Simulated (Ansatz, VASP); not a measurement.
# Sb (Antimony): VASP beside Ansatz, part 2 of 2

One calculation is typed for both programs; each brings its own data sets. How far apart do they land? Of the first pair: The structure shown is the start of the Ansatz relaxation below; VASP solves that cell, so the two are compared at the walk's first step.

VASP 6.6.1 and Ansatz 0.2.0.

So far. Step 7 (VASP: single point, PBE with D3(BJ), start cell, pair 2): The run ends at a pressure of 0.99 GPa, with forces up to 0.10 eV/Å.

## 9. Other set-ups

Further runs change the set-up of one program: Ansatz's method, potentials or start, or VASP's data sets, cutoff or form of LDA. The table gives that difference for each run.

```
                         run  r.m.s. force difference (meV/Å)
                    as above                               22
VASP with a cutoff of 500 eV (perhaps on Ansatz's relaxed cell)                               20
```

## 10. Ansatz: relaxation of cell and atoms, PBE with D3(BJ)

The relaxed volume is the usual yardstick between codes: in a stiff, nearly cubic crystal its relative difference is about their pressure difference at one cell divided by the bulk modulus. Its start cell is another than that of the pair before, and may be another structure of the material.

The cell is taken from a series of runs on this material, whose earlier steps may have relaxed, scaled, displaced or heated it; both programs get it as it stands.

The input, input.yaml:

```yaml
crystal:
  lattice:
    - [2.1616083163, 1.2480051433, 3.6796745318]
    - [-2.1616083163, 1.2480051433, 3.6796745318]
    - [0.0, -2.4960102866, 3.6796745318]
  atoms:
    - { symbol: Sb, position: [0.2361487239, 0.2361487239, 0.2361487239] }
    - { symbol: Sb, position: [0.7638512761, 0.7638512761, 0.7638512761] }
kpoints:
  mp_grid: { grid: [12, 12, 12] }
hamiltonian:
  xc: pbe
  dispersion: d3bj
scf:
  occupations: { method: fermi_dirac, width: 0.15 }
output:
  forces: true
  stress: true
  eigenvalues: true
relax:
  adjacent_minimum: "off"
  f_tol: 0.001
  max_steps: 60
  cell: { stress_tol: 0.01 }
```

Run with:

```
> ansatz run input.yaml --threads 8 --pin off --max-ram 14336MiB --backend cpu --events-out ev --progress --plain --runs-dir out
```

Numbers of over 12 decimals in the logs are rounded to 6 here.

What it wrote:

```text
[...]
Crystal: 2 atoms, lattice volume = 59.560 Å³
Basis set: ecut = 420 eV, 1183 PW (Γ), exchange–correlation on 60×60×60 points (8 copies of the dense FFT grid, shifted against one another)
Bands: 19, of which v1, the nominal top of the filled ones, is band 15 counted from 1 (14 counted from 0)
Symmetry: 12 space group operations
[...]
k-points: 189 of 1728
[...]
k-point 188: bands = [... 11 lower, 1.0794, 9.1220, 9.1220, 9.9698, 10.2355, 10.2355, 11.2160, 17.7827]
--- Relaxed structure (6 steps of the walk, 6 accepted, 1 SCFs on fresh bases) ---
[...]
cell:  # Å, volume = 59.2701 Å³
    - [2.158375, 1.246138, 3.672751]
    - [-2.158375, 1.246138, 3.672751]
    - [0, -2.492277, 3.672751]
  atoms:
    - { symbol: Sb, position: [0.237169, 0.237169, 0.237169] }
    - { symbol: Sb, position: [0.762831, 0.762831, 0.762831] }
[key lines of the parts left out:]
SCF converged after 6 iterations
Free energy (F): -12969.920016 eV
Fermi energy:    10.236328 eV
P = ⅓ Tr σ = 0.0016 GPa (0.016 kbar)
```

## 11. VASP: relaxation of cell and atoms, PBE with D3(BJ)

The same cell, functional, mesh and smearing now go to VASP, with its own data sets.

The input, INCAR:

```
SYSTEM = Sb
PREC = Accurate
ENCUT = 500
EDIFF = 1E-07
NELM = 120
ISMEAR = -1
SIGMA = 0.15
LREAL = .FALSE.
ALGO = Normal
GGA = PE
IVDW = 12
NBANDS = 11
LORBIT = 11
LWAVE = .FALSE.
LCHARG = .FALSE.
ISIF = 3
IBRION = 2
NSW = 80
EDIFFG = -0.005
LASPH = .TRUE.
GGA_COMPAT = .FALSE.
NELMIN = 4
KPAR = 2
```

The input, POSCAR:

```
Sb
1.0
    2.1616080000      1.2480050000      3.6796750000
   -2.1616080000      1.2480050000      3.6796750000
    0.0000000000     -2.4960100000      3.6796750000
Sb
2
Direct
    0.2361486635      0.2361486635      0.2361486635
    0.7638511553      0.7638511553      0.7638511553
```

The input, KPOINTS:

```
Automatic mesh
0
Gamma
12 12 12
0 0 0
```

PAW data sets: Sb (PBE family, release 64).

Run with:

```
> mpirun -np 2 vasp_std
```

What it wrote:

```text
[... set-up lines as in an earlier step ...]
 entering main loop
       N       E                     dE             d eps       ncg     rms          rms(c)
DAV:   1     0.349261957015E+02    0.34926E+02   -0.35162E+03  4158   0.693E+02
DAV:   2    -0.639850775195E+01   -0.41325E+02   -0.40093E+02  5571   0.111E+02
DAV:   3    -0.824047556852E+01   -0.18420E+01   -0.18171E+01  5100   0.265E+01
DAV:   4    -0.825768406421E+01   -0.17208E-01   -0.17169E-01  4743   0.293E+00
[...]
DAV:   9    -0.825855914036E+01   -0.24064E-04   -0.35417E-05  4491   0.392E-02    0.414E-03
DAV:  10    -0.825855998662E+01   -0.84625E-06   -0.35491E-06  4926   0.108E-02    0.133E-03
DAV:  11    -0.825856005337E+01   -0.66755E-07   -0.34776E-07  4581   0.400E-03
   1 F= -.92177234E+01 E0= -.91991034E+01  d E =-.921772E+01
[... from here on, the cycles between the ionic steps are left out ...]
   2 F= -.92184530E+01 E0= -.91992519E+01  d E =-.729537E-03
   3 F= -.92186340E+01 E0= -.91985726E+01  d E =-.910578E-03
   4 F= -.92186760E+01 E0= -.91988689E+01  d E =-.952614E-03
   5 F= -.92191161E+01 E0= -.91989107E+01  d E =-.440072E-03
   6 F= -.92192531E+01 E0= -.91987006E+01  d E =-.577055E-03
   7 F= -.92192552E+01 E0= -.91986582E+01  d E =-.579152E-03
   8 F= -.92192863E+01 E0= -.91986498E+01  d E =-.310969E-04
   9 F= -.92193439E+01 E0= -.91985832E+01  d E =-.886663E-04
  10 F= -.92192963E+01 E0= -.91982589E+01  d E =-.411346E-04
  11 F= -.92193521E+01 E0= -.91985178E+01  d E =-.969103E-04
[...]
reached required accuracy - stopping structural energy minimisation
```

Parts of OUTCAR (step 11):

```text
 Edisp (eV)   -0.96644

 Edisp (eV)   -0.96580

  Total      -0.00487    -0.00487    -0.00939     0.00000    -0.00000     0.00000
  in kB      -0.13202    -0.13202    -0.25424     0.00000    -0.00000     0.00000
  external pressure =       -0.17 kB  Pullay stress =        0.00 kB

 POSITION                                       TOTAL-FORCE (eV/Angst)
 -----------------------------------------------------------------------------------
      0.00000      0.00000      2.61373        -0.000000     -0.000000     -0.003765
      0.00000      0.00000      8.37761         0.000000      0.000000      0.003765
 -----------------------------------------------------------------------------------
    total drift:                                0.000000      0.000000      0.000327

  FREE ENERGIE OF THE ION-ELECTRON SYSTEM (eV)
  ---------------------------------------------------
  free  energy   TOTEN  =        -9.2193521022 eV

  energy  without entropy=       -9.1776834086  energy(sigma->0) =       -9.19851776

 reached required accuracy - stopping structural energy minimisation

[... 1 part as in an earlier step ...]

[... 2 further parts left out ...]
[key lines of the parts left out:]
E-fermi :   7.3912
```

## 12. Comparison

What differs besides the data sets and the points named for the pairs above, as far as they apply: the data sets hold 30 valence electrons in Ansatz (on its default PAW (the set named soft_2) files) and 10 in VASP; the cutoff is 420 eV in Ansatz and 500 eV in VASP; Ansatz adds a Pulay correction to the stress that steers its cell, VASP none. Total energies have different zeros and are not compared.

Both answers:

```
                                         quantity  Ansatz   VASP  difference
                                      volume (Å³)   59.27  59.16     +0.18 %
edge a after relaxation, in the typed setting (Å)   4.439  4.431     +0.16 %
```

## 13. Outcome

- r.m.s. force difference (single point, PBE with D3(BJ), start cell, pair 1): 19 meV/Å
- r.m.s. force difference (single point, PBE with D3(BJ), start cell, pair 2): 22 meV/Å
- difference in volume (relaxation of cell and atoms, PBE with D3(BJ)): 0.18 %

The r.m.s. force difference is 22 meV/Å (single point, PBE with D3(BJ), start cell, pair 2), beyond the 12 meV/Å picked in this series as the mark of a large difference. The data sets hold unlike numbers of valence electrons (30 in Ansatz and 10 in VASP), so part of the differences comes from the potentials. Single point, PBE with D3(BJ), start cell, pair 1, VASP with the data sets Sb_d_GW: r.m.s. force difference goes from 19 to 1.1 meV/Å. 1 further run of this series is not shown here. How closely two codes agree says nothing of how well the functional describes the real material.

[Lines on the potential files, build, host, timing and source positions are cut from VASP's logs without a mark.]

[Logs are printed without paths, hosts, clocks, repeated set-up lines and the standing remarks that a program may print on its own settings, such as how far it seeks lower states.]

[Hosts, paths, dates, database ids (printed as entryN), source tags and the programs' standing remarks are cut or masked in the printed files.]

[Rows of further runs with another cutoff or data set may stand on the cell that Ansatz relaxed, not on the start cell of the pair above them.]
